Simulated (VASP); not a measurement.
# TaHg2BrO4 (P1) in VASP: single point with r2SCAN

Aim: the single point of TaHg2BrO4 with r2SCAN.

Everything below comes from runs of VASP 6.6.1. Logs are shortened: lines on timing, memory, paths and dates and some standing lists are left out, and cuts for length are marked.

**1. Starting point**

The typed cell holds 8 atoms: a = 3.695 Å, b = 3.697 Å, c = 8.713 Å, α = 89.99°, β = 90.01°, γ = 89.99°.

The cell was built by a generator and needn't be a form met in nature.

**2. Single point, r2SCAN**

File POSCAR:

```
TaHg2BrO4
1.0
    3.6946174000      0.0002294900     -0.0002063400
    0.0002294900      3.6967049300      0.0002959200
   -0.0004861500      0.0006995300      8.7125075000
Ta O Br Hg
1 4 1 2
Direct
    0.0143690000      0.0270600000      0.0029820000
    0.4942930000      0.9737790000      0.8382840000
    0.0061020000      0.4897030000      0.8586780000
    0.4554510000      0.9878000000      0.1578030000
    0.0098470000      0.5168740000      0.1367340000
    0.9956850000      0.0121100000      0.5067870000
    0.4804430000      0.4730830000      0.7427970000
    0.4816580000      0.4567090000      0.2719940000
```

File INCAR.step1:

```
PREC = Accurate
ENCUT = 520
ISMEAR = -1
SIGMA = 0.1
LREAL = False
LASPH = True
NELM = 100
NBANDS = 43
GGA = PE
ALGO = Normal
EDIFF = 1E-4
LWAVE = True
LCHARG = False
```

File INCAR.step2:

```
PREC = Accurate
ENCUT = 520
EDIFF = 1E-7
ISMEAR = -1
SIGMA = 0.1
LREAL = False
LASPH = True
NELM = 100
ALGO = Normal
ISIF = 2
LWAVE = False
LCHARG = True
METAGGA = R2SCAN
LMIXTAU = True
LELF = True
LVHAR = True
NBANDS = 43
ISTART = 1
```

File KPOINTS:

```
Automatic mesh
0
Gamma
  5 5 2
  0.5 0 0
```

Potentials or basis: VASP PAW PBE potentials, release 64 (Ta_pv, O, Br, Hg).

On the command line:

```bash
$ cat potpaw_PBE.64/Ta_pv/POTCAR potpaw_PBE.64/O/POTCAR potpaw_PBE.64/Br/POTCAR potpaw_PBE.64/Hg/POTCAR > POTCAR
$ cp INCAR.step1 INCAR
$ mpirun -np 1 vasp_std > vasp.out
$ cp INCAR.step2 INCAR
$ mpirun -np 1 vasp_std > vasp.out
```

OUTCAR:

```text
PREC = Accurate
   ENCUT = 520
   EDIFF = 1E-7
   ISMEAR = -1
   LREAL = False
   LASPH = True
   NELM = 100
   ISIF = 2
   METAGGA = R2SCAN
   ISTART = 1

 ion  position               nearest neighbor table
   1  0.014  0.027  0.003-   4 2.12   3 2.12   5 2.15   5 2.22   2 2.29   3 2.35   2 2.41   4 2.47
                             7 3.29   8 3.32   7 3.43   8 3.45   7 3.51   8 3.59   7 3.64   8 3.72
   2  0.494  0.974  0.838-   7 2.03   7 2.03   1 2.29   1 2.41
   3  0.006  0.490  0.859-   7 2.02   1 2.12   7 2.19   1 2.35
   4  0.455  0.988  0.158-   8 2.00   1 2.12   8 2.20   1 2.47
   5  0.010  0.517  0.137-   8 2.12   1 2.15   1 2.22   8 2.29
   6  0.996  0.012  0.507-   8 3.18   7 3.22   8 3.24   7 3.28
   7  0.480  0.473  0.743-   3 2.02   2 2.03   2 2.03   3 2.19   6 3.22   6 3.28   1 3.29   1 3.43
                             1 3.51   1 3.64
   8  0.482  0.457  0.272-   4 2.00   5 2.12   4 2.20   5 2.29   6 3.18   6 3.24   1 3.32   1 3.45
                             1 3.59   1 3.72

  LATTYP: Found a triclinic cell.
 ALAT       =     3.6967049490
 B/A-ratio  =     1.4139021022
 C/A-ratio  =     2.3568306538
 COS(alpha) =     0.0000344838
 COS(beta)  =     0.0001603365
 COS(gamma) =     0.7073503308

  Lattice vectors:

 A1 = (  -0.0002294900,  -3.6967049300,  -0.0002959200)
 A2 = (  -3.6948468900,  -3.6969344200,  -0.0000895800)
 A3 = (   0.0004861500,  -0.0006995300,  -8.7125075000)

Analysis of symmetry for initial positions (statically):
=====================================================================
 Subroutine PRICEL returns:
 Original cell was already a primitive cell.

 Routine SETGRP: Setting up the symmetry group for a
 triclinic supercell.

 Subroutine GETGRP returns: Found  1 space group operations
 (whereof  1 operations were pure point group operations)
 out of a pool of  2 trial point group operations.

The static configuration has the point symmetry C_1 .

Analysis of symmetry for dynamics (positions and initial velocities):
=====================================================================
 Subroutine PRICEL returns:
 Original cell was already a primitive cell.

 Routine SETGRP: Setting up the symmetry group for a
 triclinic supercell.

 Subroutine GETGRP returns: Found  1 space group operations
 (whereof  1 operations were pure point group operations)
 out of a pool of  2 trial point group operations.

The dynamic configuration has the point symmetry C_1 .

 Subroutine INISYM returns: Found  1 space group operations
 (whereof  1 operations are pure point group operations),
 and found     1 'primitive' translations

----------------------------------------------------------------------------------------

                                     Primitive cell

  volume of cell :     118.9946

  direct lattice vectors                    reciprocal lattice vectors
     3.694617400  0.000229490 -0.000206340     0.270664022 -0.000016804  0.000015104
     0.000229490  3.696704930  0.000295920    -0.000016804  0.270511179 -0.000021720
    -0.000486150  0.000699530  8.712507500     0.000006411 -0.000009188  0.114777521

  length of vectors
     3.694617413  3.696704949  8.712507542     0.270664023  0.270511181  0.114777521

  position of ions in fractional coordinates (direct lattice)
     0.014369000  0.027060000  0.002982000
     0.494293000  0.973779000  0.838284000
     0.006102000  0.489703000  0.858678000
     0.455451000  0.987800000  0.157803000
     0.009847000  0.516874000  0.136734000
     0.995685000  0.012110000  0.506787000
     0.480443000  0.473083000  0.742797000
     0.481658000  0.456709000  0.271994000

  ion indices of the primitive-cell ions
   primitive index   ion index
                 1           1
                 2           2
                 3           3
                 4           4
                 5           5
                 6           6
                 7           7
                 8           8

----------------------------------------------------------------------------------------

 KPOINTS: Automatic mesh

Automatic generation of k-mesh.
 Grid dimensions read from file:
 generate k-points for:    5    5    2

 Generating k-lattice:

  Cartesian coordinates                     Fractional coordinates (reciprocal lattice)
     0.054132804 -0.000003361  0.000003021     0.200000000 -0.000000000 -0.000000000
    -0.000003361  0.054102236 -0.000004344    -0.000000000  0.200000000  0.000000000
     0.000003205 -0.000004594  0.057388760     0.000000000  0.000000000  0.500000000

  Length of vectors
     0.054132805  0.054102236  0.057388761

  Shift w.r.t. Gamma in fractional coordinates (k-lattice)
     0.500000000  0.000000000  0.000000000

 Subroutine IBZKPT returns following result:
 ===========================================

 Found     26 irreducible k-points:

 Following reciprocal coordinates:
            Coordinates               Weight
  0.100000 -0.000000 -0.000000      2.000000
  0.300000 -0.000000 -0.000000      2.000000
  0.500000  0.000000  0.000000      1.000000
  0.100000  0.200000  0.000000      2.000000
  0.300000  0.200000  0.000000      2.000000
  0.500000  0.200000 -0.000000      2.000000
[... 16 lines left out ...]
  0.300000  0.400000  0.500000      2.000000
  0.500000  0.400000  0.500000      2.000000
 [... further k-points ...]
   k-points           NKPTS =     26   k-points in BZ     NKDIM =     26   number of bands    NBANDS=     43
   number of dos      NEDOS =    301   number of ions     NIONS =      8
   total plane-waves  NPLWV =  54880
   dimension x,y,z NGX =    28 NGY =   28 NGZ =   70
   dimension x,y,z NGXF=    56 NGYF=   56 NGZF=  140
   ions per type =               1   4   1   2
   NGX,Y,Z   is equivalent  to a cutoff of  12.60, 12.59, 13.36 a.u.
   NGXF,Y,Z  is equivalent  to a cutoff of  25.20, 25.18, 26.71 a.u.
 SYSTEM =  unknown system
   PREC   = accura    normal or accurate (medium, high low for compatibility)
   ISTART =      1    job   : 0-new  1-cont  2-samecut
   ICHARG =      0    charge: 1-file 2-atom 10-const
   ISPIN  =      1    spin polarized calculation?
   LNONCOLLINEAR =      F non collinear calculations
   LSORBIT =      F    spin-orbit coupling
   LASPH  =      T    aspherical Exc in radial PAW
   ENCUT  =  520.0 eV  38.22 Ry    6.18 a.u.   6.87  6.87 16.20*2*pi/ulx,y,z
   NELM   =    100;   NELMIN=  2; NELMDL=  0     # of ELM steps
   EDIFF  = 0.1E-06   stopping-criterion for ELM
   LREAL  =      F    real-space projection
   EDIFFG = 0.1E-05   stopping-criterion for IOM
   NSW    =      0    number of steps for IOM
   IBRION =     -1    ionic relax: 0-MD 1-quasi-New 2-CG
   NFREE  =      0    steps in history (QN), initial steepest desc. (CG)
   ISIF   =      2    stress and relaxation
   ISYM   =      2    0-nonsym 1-usesym 2-fastsym
   POTIM  = 0.5000    time-step for ionic-motion
   TEBEG  =    0.0;   TEEND  =   0.0 temperature during run
   PSTRESS=    0.0 pullay stress
   NELECT =      66.0000    total number of electrons
   NUPDOWN=      -1.0000    fix difference up-down
   EMIN   =  10.00;   EMAX   =-10.00  energy-range for DOS
   EFERMI =   0.00;   METHOD = LEGACY
   ISMEAR =    -1;   SIGMA  =   0.10  broadening in eV -4-tet -1-fermi 0-gaus
   EFERMI_NEDOS =   21; number of points for ismear=-14 and -15
   IALGO  =     38    algorithm
   IMIX   =      4    mixing-type and parameters
     AMIX     =   0.40;   BMIX     =  1.00
     AMIX_MAG =   1.60;   BMIX_MAG =  1.00
  volume/ion in A,a.u.               =      14.87       100.38
  Fermi-wavevector in a.u.,A,eV,Ry     =   1.345077  2.541826 24.616081  1.809231
  Thomas-Fermi vector in A             =   2.473019
   LORBIT       =      0    0 simple, 1 ext, 2 COOP (PROOUT), +10 PAW based schemes
   METAGGA = R2SCAN    functional components
   LHFCALC =     F    Hartree Fock is set to
   AEXX    =    0.0000 exact exchange contribution
   IVDW    =     0    specifies the selected vdW correction
   LEPSILON=     F    determine dielectric tensor
   LRPA    =     F    only Hartree local field effects (RPA)
 non-spin polarized calculation
  energy-cutoff  :      520.00
  volume of cell :      118.99
 maximum number of plane-waves:      3227
   NGX = 13   NGY = 13   NGZ = 33

 number of electron      66.0000004 magnetization

 Free energy of the ion-electron system (eV)
  ---------------------------------------------------
  ext. energy  EPLUGINS =         0.00000000
  ---------------------------------------------------
  free energy    TOTEN  =      -190.97371745 eV

  energy without entropy =     -190.94878311  energy(sigma->0) =     -190.96125028

 E-fermi :   3.4432     XC(G=0): -11.5532

 val. band max:        3.4370438356   @ k =   0.1000  -0.0000  -0.0000
 cond. band min:       3.8178272018   @ k =   0.5000   0.4000   0.0000
 fundamental gap:      0.3807833662
 Fermi energy:         3.4431588481

 k-point     1 :       0.1000   -0.0000   -0.0000
  band No.  band energies     occupation
      1     -34.9429      2.00000
      2     -34.8884      2.00000
      3     -34.7414      2.00000
      4     -17.8606      2.00000
      5     -17.1226      2.00000
      6     -16.4007      2.00000
[... 35 lines left out ...]
     42      11.2099      0.00000
     43      11.8866      0.00000

 k-point     2 :       0.3000   -0.0000   -0.0000
  band No.  band energies     occupation
      1     -34.9661      2.00000
      2     -34.8983      2.00000
      3     -34.7392      2.00000
      4     -17.5301      2.00000
      5     -17.0307      2.00000
      6     -16.5666      2.00000
[... 35 lines left out ...]
     42      11.2104      0.00000
     43      11.3884      0.00000

 k-point     3 :       0.5000    0.0000    0.0000
  band No.  band energies     occupation
      1     -34.9870      2.00000
      2     -34.8975      2.00000
      3     -34.7378      2.00000
      4     -17.2011      2.00000
      5     -16.9558      2.00000
      6     -16.8041      2.00000
[... 919 lines left out ...]
      6     -16.5305      2.00000
[... 35 lines left out ...]
     42      11.1385      0.00000
     43      11.2614      0.00000

 k-point    24 :       0.5000    0.4000    0.5000
  band No.  band energies     occupation
      1     -34.9814      2.00000
      2     -34.8877      2.00000
      3     -34.8224      2.00000
      4     -16.8111      2.00000
      5     -16.6863      2.00000
      6     -16.5657      2.00000
[... 35 lines left out ...]
     42      10.7525      0.00000
     43      11.2133      0.00000

 [... further k-points ...]

------------------------ aborting loop because EDIFF is reached ----------------------------------------

  FORCE on cell =-STRESS in cart. coord.  units (eV):
  Direction    XX          YY          ZZ          XY          YZ          ZX
  --------------------------------------------------------------------------------------
  -------------------------------------------------------------------------------------
  Total       10.5625089     11.6988121      3.1006326      0.7108131      2.3683320     -0.3513478
  in kB      142.2165874    157.5160934     41.7477880      9.5705874     31.8878871     -4.7306456
  external PRESSURE =     113.8268229 kB  Pullay stress =       0.0000000 kB

 VOLUME and BASIS-vectors are now :
 -----------------------------------------------------------------------------
  energy-cutoff  :      520.00
  volume of cell :      118.99
      direct lattice vectors                 reciprocal lattice vectors
     3.694617400  0.000229490 -0.000206340     0.270664022 -0.000016804  0.000015104
     0.000229490  3.696704930  0.000295920    -0.000016804  0.270511179 -0.000021720
    -0.000486150  0.000699530  8.712507500     0.000006411 -0.000009188  0.114777521

 POSITION                                       TOTAL-FORCE (eV/Angst)
 -----------------------------------------------------------------------------------
      0.05309      0.10004      0.02599         0.860981     -0.015765      0.094299
      1.82604      3.60047      7.30374        -0.162543      0.206094      4.489823
      0.02224      1.81089      7.48138        -2.010137     -0.831940      4.135633
      1.68287      3.65182      1.37506         0.120526     -1.372571     -4.420127
      0.03643      1.91083      1.19145        -2.134698     -0.667681     -3.107061
      3.67843      0.04535      4.41518        -0.086705      0.041267     -0.306523
      1.77480      1.74948      6.47167         1.864914      0.417298     -6.018177
      1.77951      1.68862      2.36979         1.547663      2.223298      5.132133
 -----------------------------------------------------------------------------------
    total drift:                               -0.000952     -0.000517     -0.001502

  FREE ENERGIE OF THE ION-ELECTRON SYSTEM (eV)
  ---------------------------------------------------
  free  energy   TOTEN  =      -190.9737174497 eV

  energy  without entropy=     -190.9487831066  energy(sigma->0) =     -190.96125028
```

Run time: 5.3 min. Hardware: 1 thread of Intel Xeon Platinum 8488C (Sapphire Rapids), shared host; peak memory 0.32 GiB.

Results:

| Property | Result |
| --- | --- |
| Free energy | -190.9737 eV |
| Pressure | 11.4 GPa |
| Largest force | 6.314 eV/Å |
| Band gap on the k mesh | 0.11 eV, indirect (least direct gap 0.60 eV) |

Forces in eV/Å, atoms in the order of the input:
```
Ta   0.861 -0.016  0.094
O   -0.163  0.206  4.490
O   -2.010 -0.832  4.136
O    0.121 -1.373 -4.420
O   -2.135 -0.668 -3.107
Br  -0.087  0.041 -0.307
Hg   1.865  0.417 -6.018
Hg   1.548  2.223  5.132
```

Caveat: the PAW data sets were made with another functional, which shifts forces and pressure a little; spin-orbit coupling is left out, which moves the levels of the heavy elements.
